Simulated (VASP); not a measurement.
A cell of GdN (rock salt) near equilibrium:

```xyz
2
Lattice="0.0000 2.4627 2.4627 2.4627 0.0000 2.4627 2.4627 2.4627 0.0000" Properties=species:S:1:pos:R:3 pbc="T T T"
Gd     0.0000     0.0000     0.0000
N      2.4627     2.4627     2.4627
```

Computed with PBEsol GGA, VASP's PBE PAW potentials (set 64) (plane waves; VASP 6.6.1).

The 4f electrons are frozen in the core of the lanthanide potential, so 4f levels, which can set the real gap, and their magnetism are missing.

```
run               ΔE (meV/atom)    σxx    σyy    σzz  largest shear component, with its sign (GPa)  largest force (eV/Å)
----------------  -------------  -----  -----  -----  --------------------------------------------  --------------------
as it is                    0.0  -0.17  -0.17  -0.17                                          0.00                 0.000
after one change           13.1  -2.35  -8.95  -2.35                                          0.00                 0.000
```
Stress is in GPa, positive when the cell is compressed.

Q: What was changed between the two runs?
A) uniaxial strain of +0.5 % along y
B) biaxial strain of -4.0 % in the xz plane
C) uniaxial strain of +3.0 % along y
D) uniaxial strain of -0.5 % along y

A: C, uniaxial strain of +3.0 % along y

The compound is GdN in the rock salt structure.
